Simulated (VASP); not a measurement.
Method: r2SCAN meta-GGA, VASP's PBE PAW potentials (set 64) (plane waves; VASP).

A VASP calculation is set up with these files.

### INCAR
```
! general
SYSTEM =CuZn
PREC   =Accurate
ENCUT  =400
LREAL  =.FALSE.
LASPH  =.TRUE.   ! aspherical one-centre terms

! electronic loop
EDIFF  =1E-8
NELM   =100   ! most electronic steps
ALGO   =Normal   ! blocked Davidson
LMAXMIX=4
LMIXTAU=.TRUE.

! smearing
ISMEAR =1
SIGMA  =0.1

! functional
METAGGA=R2SCAN

! ions
IBRION =1   ! quasi-Newton
NSW    =30   ! most ionic steps
ISIF   =2   ! forces and stress, cell fixed
EDIFFG =-0.001   ! ionic stop

! output
LWAVE  =.FALSE.
LCHARG =.FALSE.
```

File KPOINTS:
```
Automatic mesh
0
Gamma
11 11 11
0 0 0
```

File POSCAR:
```
CuZn
1.0
  2.9180713884   0.0000000000   0.0000000000
  0.0000000000   2.9180713884   0.0000000000
  0.0000000000   0.0000000000   2.9180713884
Zn Cu
1 1
Cart
  1.4590356942   1.4590356942   1.4590356942
  0.0000000000   0.0000000000   0.0000000000
```

POTCAR, in this order: Zn Cu (PBE.64 set). Program: vasp_std.

Estimate the energy per atom (σ→0), band gap (on the k-mesh).

```
Quantity                                                     Value
------------------------  ----------------------------------------
energy per atom (σ→0)                               -9.971 eV/atom
band gap (on the k-mesh)  none (metal, semimetal or under 0.01 eV)
```

### OSZICAR
```
...
DAV:  15    -0.199425556282E+02   -0.19393E-05   -0.45901E-06  2193   0.605E-02    0.121E-03
DAV:  16    -0.199425550070E+02    0.62122E-06   -0.22243E-07  2056   0.592E-03    0.659E-04
DAV:  17    -0.199425549564E+02    0.50669E-07   -0.11239E-08  1302   0.243E-03    0.381E-04
DAV:  18    -0.199425548454E+02    0.11096E-06   -0.24885E-09   959   0.716E-04    0.362E-04
DAV:  19    -0.199425548908E+02   -0.45360E-07   -0.76732E-09   882   0.268E-03    0.276E-05
DAV:  20    -0.199425549043E+02   -0.13514E-07   -0.95865E-10   861   0.526E-04    0.349E-05
DAV:  21    -0.199425549022E+02    0.20864E-08   -0.30232E-10   861   0.408E-04
   1 F= -.19942555E+02 E0= -.19942590E+02  d E =-.199426E+02
```

The compound is CuZn in the CsCl type structure. It was relaxed first. The start is the result of an earlier pass. The electron count is odd and the run is not spin-polarised, which forces a metal.
